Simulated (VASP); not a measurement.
Calculation: r2SCAN meta-GGA, VASP's PBE PAW potentials (set 64) (plane waves; VASP 6.6.1).

VASP input:

### POSCAR
```
WP
1.0
  0.0000000000   2.4714094066   2.4714094066
  2.4714094066   0.0000000000   2.4714094066
  2.4714094066   2.4714094066   0.0000000000
W P
1 1
Direct
  0.0000000000   0.0000000000   0.0000000000
  0.5000000000   0.5000000000   0.5000000000
```

### KPOINTS
```
K-points
0
Gamma
12 12 12
0 0 0
```

### INCAR
```
SYSTEM = WP
PREC = Accurate
ENCUT = 400
EDIFF = 1E-6
NELM = 100
ALGO = Normal
LREAL = .FALSE.
LASPH = .TRUE.
ISMEAR = 1
SIGMA = 0.1
METAGGA = R2SCAN
LMIXTAU = .TRUE.
LMAXMIX = 6
LWAVE = .FALSE.
LCHARG = .FALSE.
IBRION = 2
ISIF = 3
NSW = 60
EDIFFG = -0.01
```

POTCAR, in this order: W_sv P (PBE.64 set). Program: vasp_std.

What VASP printed:

**OSZICAR**
```
       N       E                     dE             d eps       ncg     rms          rms(c)
DAV:   1     0.620363121542E+02    0.62036E+02   -0.88015E+03  1877   0.129E+03
DAV:   2    -0.612285018446E+02   -0.12326E+03   -0.12082E+03  2177   0.346E+02
DAV:   3    -0.649757752019E+02   -0.37473E+01   -0.35974E+01  2288   0.546E+01
DAV:   4    -0.650214109349E+02   -0.45636E-01   -0.45611E-01  2047   0.605E+00
DAV:   5    -0.650219569622E+02   -0.54603E-03   -0.54601E-03  2280   0.692E-01    0.239E+01
DAV:   6    -0.592098334093E+02    0.58121E+01   -0.55603E+00  2027   0.262E+01    0.615E+00
DAV:   7    -0.593913343327E+02   -0.18150E+00   -0.27669E-01  2032   0.527E+00    0.428E+00
DAV:   8    -0.593720522676E+02    0.19282E-01   -0.24218E-01  1982   0.447E+00    0.652E-01
DAV:   9    -0.593874789470E+02   -0.15427E-01   -0.18035E-01  1962   0.384E+00    0.401E-01
DAV:  10    -0.594310707468E+02   -0.43592E-01   -0.28841E-02  1882   0.133E+00    0.223E-01
DAV:  11    -0.594321620167E+02   -0.10913E-02   -0.92245E-03  2087   0.817E-01    0.163E-01
DAV:  12    -0.594330446991E+02   -0.88268E-03   -0.92296E-04  1942   0.283E-01    0.340E-02
DAV:  13    -0.594334248235E+02   -0.38012E-03   -0.25672E-04  1992   0.169E-01    0.109E-02
DAV:  14    -0.594334532586E+02   -0.28435E-04   -0.15256E-05  2272   0.350E-02    0.737E-03
DAV:  15    -0.594334614173E+02   -0.81587E-05   -0.38007E-06  1957   0.174E-02    0.445E-03
DAV:  16    -0.594334600741E+02    0.13432E-05   -0.10916E-06   966   0.979E-03    0.102E-03
DAV:  17    -0.594334608997E+02   -0.82556E-06   -0.20458E-07   946   0.502E-03
   1 F= -.59433461E+02 E0= -.59433113E+02  d E =-.594335E+02
       N       E                     dE             d eps       ncg     rms          rms(c)
DAV:   1    -0.594345475601E+02   -0.10875E-02   -0.26392E-02  2002   0.226E+00    0.371E-01
DAV:   2    -0.594335202426E+02    0.10273E-02   -0.39245E-03  1987   0.648E-01    0.738E-02
DAV:   3    -0.594334374310E+02    0.82812E-04   -0.13678E-04  1947   0.111E-01    0.356E-02
DAV:   4    -0.594334240771E+02    0.13354E-04   -0.77734E-05  2152   0.821E-02    0.237E-02
DAV:   5    -0.594333838528E+02    0.40224E-04   -0.23876E-05  1877   0.559E-02    0.125E-02
DAV:   6    -0.594334177006E+02   -0.33848E-04   -0.47553E-05  1902   0.752E-02    0.427E-03
DAV:   7    -0.594334124792E+02    0.52213E-05   -0.12614E-05  1877   0.393E-02    0.191E-03
DAV:   8    -0.594334166629E+02   -0.41836E-05   -0.22393E-07   951   0.486E-03    0.985E-04
DAV:   9    -0.594334140597E+02    0.26032E-05   -0.26942E-08   941   0.184E-03    0.195E-04
DAV:  10    -0.594334151941E+02   -0.11344E-05   -0.69423E-09   936   0.908E-04    0.129E-04
DAV:  11    -0.594334148218E+02    0.37225E-06   -0.11463E-09   936   0.352E-04
   2 F= -.59433415E+02 E0= -.59433071E+02  d E =0.460778E-04
       N       E                     dE             d eps       ncg     rms          rms(c)
DAV:   1    -0.594339625206E+02   -0.54733E-03   -0.11442E-02  2002   0.148E+00    0.246E-01
DAV:   2    -0.594335094419E+02    0.45308E-03   -0.16611E-03  1982   0.424E-01    0.484E-02
DAV:   3    -0.594334874677E+02    0.21974E-04   -0.57363E-05  1982   0.741E-02    0.233E-02
DAV:   4    -0.594334666885E+02    0.20779E-04   -0.33508E-05  2142   0.539E-02    0.157E-02
DAV:   5    -0.594334819749E+02   -0.15286E-04   -0.11274E-05  1877   0.382E-02    0.789E-03
DAV:   6    -0.594334567882E+02    0.25187E-04   -0.20343E-05  1902   0.491E-02    0.290E-03
DAV:   7    -0.594334776286E+02   -0.20840E-04   -0.48427E-06  1877   0.243E-02    0.129E-03
DAV:   8    -0.594334748612E+02    0.27673E-05   -0.99943E-08   936   0.327E-03    0.660E-04
DAV:   9    -0.594334766434E+02   -0.17822E-05   -0.11893E-08   936   0.121E-03    0.108E-04
DAV:  10    -0.594334759230E+02    0.72041E-06   -0.23582E-09   936   0.530E-04
   3 F= -.59433476E+02 E0= -.59433129E+02  d E =-.150233E-04
```

OUTCAR:
```
------------------------ aborting loop because EDIFF is reached ----------------------------------------
  FORCE on cell =-STRESS in cart. coord.  units (eV):
  Direction    XX          YY          ZZ          XY          YZ          ZX
  --------------------------------------------------------------------------------------
  Total        0.0007168      0.0007168      0.0007168     -0.0000000      0.0000000     -0.0000000
  in kB        0.0380040      0.0380040      0.0380040     -0.0000000      0.0000000     -0.0000000
  external PRESSURE =       0.0380040 kB  Pullay stress =       0.0000000 kB
  volume of cell :       30.22
      direct lattice vectors                 reciprocal lattice vectors
     0.000000000  2.472141836  2.472141836    -0.202253767  0.202253767  0.202253767
     2.472141836 -0.000000000  2.472141836     0.202253767 -0.202253767  0.202253767
     2.472141836  2.472141836  0.000000000     0.202253767  0.202253767 -0.202253767
 POSITION                                       TOTAL-FORCE (eV/Angst)
 -----------------------------------------------------------------------------------
      0.00000      0.00000      0.00000         0.000000     -0.000000     -0.000000
      2.47214      2.47214      2.47214        -0.000000      0.000000      0.000000
 -----------------------------------------------------------------------------------
    total drift:                                0.000000     -0.000000     -0.000000
  FREE ENERGIE OF THE ION-ELECTRON SYSTEM (eV)
  ---------------------------------------------------
  free  energy   TOTEN  =       -59.4334759230 eV

  energy  without entropy=      -59.4324358552  energy(sigma->0) =      -59.43312923

 reached required accuracy - stopping structural energy minimisation
```
(Selected blocks of OUTCAR.)

CONTCAR:
```
WP
   1.00000000000000
     0.0000000000000000    2.4721418356155977    2.4721418356155977
     2.4721418356155977   -0.0000000000000000    2.4721418356155977
     2.4721418356155977    2.4721418356155977    0.0000000000000000
  W               P
     1     1
Direct
     0.0000000000000000    0.0000000000000000    0.0000000000000000
     0.5000000000000000    0.5000000000000000    0.5000000000000000
```

The structure was generated: WP was put into the rock salt type (Fm-3m), which need not be its known phase. This run relaxes it. Symmetry was kept, so distortions that lower it aren't found. The start is the result of an earlier pass. The electron count is odd and the run is not spin-polarised, which forces a metal. VASP warned that the highest band is occupied, so more bands are needed.
